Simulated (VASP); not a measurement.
Input:

```yaml
crystal:
  lattice:
    - [0.00000, 3.08916, 3.08916]
    - [3.08916, 0.00000, 3.08916]
    - [3.08916, 3.08916, 0.00000]
  atoms:
    - { symbol: In, position: [0.00000, 0.00000, 0.00000] }
    - { symbol: As, position: [0.25000, 0.25000, 0.25000] }
```

These are PBE GGA, VASP's PBE PAW potentials (set 64) (plane waves; VASP 6.6.1) values and carry that method's errors. Numerical set-up: 350 eV cut-off, Gaussian smearing of 0.050 eV, potentials In_d As.

Unless said otherwise, spin-orbit coupling is left out, though it shifts the bands of the heavy elements here.

### Question
Predict the band gap (along the path) with the smallest direct gap where there is one.

### Answer

```
Property                                                     Result
-------------------------  ----------------------------------------
band gap (along the path)  none (metal, semimetal or under 0.01 eV)
```

Only differences to runs with the same potentials and settings are physical.

The compound is InAs in the zinc blende structure. It was relaxed first, which changed the volume by +6 %.
